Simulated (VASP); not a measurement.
Here is the system:

```yaml
crystal:
  lattice:
    - [10.93707, 0.00000, 0.00000]
    - [0.00000, 10.93707, 0.00000]
    - [0.00000, 0.00000, 10.93707]
  atoms:
    - { symbol: Si, position: [0.50010, 0.99963, 0.99949] }
    - { symbol: Si, position: [0.62566, 0.12417, 0.12420] }
    - { symbol: Si, position: [0.75014, 0.24989, 0.99953] }
    - { symbol: Si, position: [0.87494, 0.37497, 0.12435] }
    - { symbol: Si, position: [0.75018, 0.99953, 0.24984] }
    - { symbol: Si, position: [0.87469, 0.12458, 0.37486] }
    - { symbol: Si, position: [0.99958, 0.99958, 0.99958] }
    - { symbol: Si, position: [0.12450, 0.12434, 0.12393] }
    - { symbol: Si, position: [0.24925, 0.24912, 0.99858] }
    - { symbol: Si, position: [0.37510, 0.37519, 0.12169] }
    - { symbol: Si, position: [0.50104, 0.50115, 0.99843] }
    - { symbol: Si, position: [0.62567, 0.62567, 0.12420] }
    - { symbol: Si, position: [0.75045, 0.75041, 0.99972] }
    - { symbol: Si, position: [0.87503, 0.87507, 0.12474] }
    - { symbol: Si, position: [0.24896, 0.99870, 0.24864] }
    - { symbol: Si, position: [0.37546, 0.12225, 0.37410] }
    - { symbol: Si, position: [0.49757, 0.25316, 0.25207] }
    - { symbol: Si, position: [0.62783, 0.37501, 0.37487] }
    - { symbol: Si, position: [0.75124, 0.50091, 0.24901] }
    - { symbol: Si, position: [0.87508, 0.62537, 0.37491] }
    - { symbol: Si, position: [0.50104, 0.99903, 0.50082] }
    - { symbol: Si, position: [0.62611, 0.12389, 0.62578] }
    - { symbol: Si, position: [0.75109, 0.24905, 0.50101] }
    - { symbol: Si, position: [0.87506, 0.37501, 0.62525] }
    - { symbol: Si, position: [0.75068, 0.99919, 0.75063] }
    - { symbol: Si, position: [0.87501, 0.12469, 0.87503] }
    - { symbol: Si, position: [0.99938, 0.50013, 0.99924] }
    - { symbol: Si, position: [0.12380, 0.62568, 0.12394] }
    - { symbol: Si, position: [0.24983, 0.74992, 0.99944] }
    - { symbol: Si, position: [0.37500, 0.87472, 0.12420] }
    - { symbol: Si, position: [0.99879, 0.24872, 0.24872] }
    - { symbol: Si, position: [0.12222, 0.37496, 0.37436] }
    - { symbol: Si, position: [0.25258, 0.49727, 0.25179] }
    - { symbol: Si, position: [0.37441, 0.62765, 0.37445] }
    - { symbol: Si, position: [0.50078, 0.75107, 0.24896] }
    - { symbol: Si, position: [0.62529, 0.87490, 0.37488] }
    - { symbol: Si, position: [0.99915, 0.99935, 0.49995] }
    - { symbol: Si, position: [0.12348, 0.12333, 0.62641] }
    - { symbol: Si, position: [0.25194, 0.25147, 0.49712] }
    - { symbol: Si, position: [0.37493, 0.37446, 0.62699] }
    - { symbol: Si, position: [0.49711, 0.49748, 0.49658] }
    - { symbol: Si, position: [0.62538, 0.62560, 0.62571] }
    - { symbol: Si, position: [0.75010, 0.75003, 0.49999] }
    - { symbol: Si, position: [0.87485, 0.87447, 0.62544] }
    - { symbol: Si, position: [0.25001, 0.99933, 0.75034] }
    - { symbol: Si, position: [0.37501, 0.12451, 0.87467] }
    - { symbol: Si, position: [0.50115, 0.24864, 0.75074] }
    - { symbol: Si, position: [0.62532, 0.37502, 0.87464] }
    - { symbol: Si, position: [0.75013, 0.50001, 0.75006] }
    - { symbol: Si, position: [0.87467, 0.62536, 0.87477] }
    - { symbol: Si, position: [0.99965, 0.75037, 0.24984] }
    - { symbol: Si, position: [0.12459, 0.87507, 0.37492] }
    - { symbol: Si, position: [0.99910, 0.50090, 0.50084] }
    - { symbol: Si, position: [0.12434, 0.62569, 0.62553] }
    - { symbol: Si, position: [0.24893, 0.75115, 0.50075] }
    - { symbol: Si, position: [0.37499, 0.87500, 0.62505] }
    - { symbol: Si, position: [0.99959, 0.25003, 0.75037] }
    - { symbol: Si, position: [0.12468, 0.37497, 0.87484] }
    - { symbol: Si, position: [0.24905, 0.50061, 0.75054] }
    - { symbol: Si, position: [0.37502, 0.62531, 0.87439] }
    - { symbol: Si, position: [0.50003, 0.75041, 0.75013] }
    - { symbol: Si, position: [0.62530, 0.87484, 0.87510] }
    - { symbol: Si, position: [0.99967, 0.75016, 0.75041] }
    - { symbol: Si, position: [0.12460, 0.87482, 0.87510] }
    - { symbol: B, position: [0.37267, 0.37303, 0.37921] }
```
Cell charge +1.

Level of theory: HSE06 screened hybrid, VASP's PBE PAW potentials (set 64) (plane waves; VASP). Settings: PREC = Normal, LREAL = Auto, ISYM = 0, NELECT = 258.0, EDIFF = 1E-5, 400 eV cut-off, 1×1×1 Γ-centred mesh, Gaussian smearing of 0.050 eV, potentials Si B.

The cell is charged, with a uniform compensating background. The supercell is sampled at Γ alone, which is coarse: total energies, pressure and levels can be off, energies of defects by several tenths of an eV.

Q: Predict the energy per atom (σ→0), largest force.

A: 
energy per atom (σ→0): -6.254 eV/atom
largest force: 0.146 eV/Å

Only differences to runs with the same potentials and settings are physical.

The cell is a supercell with a defect, built from Si (diamond): B_i, charge +1. The cell's shape comes from a PBE relaxation. The run is not spin-polarised, so no state with unpaired spins was tried.
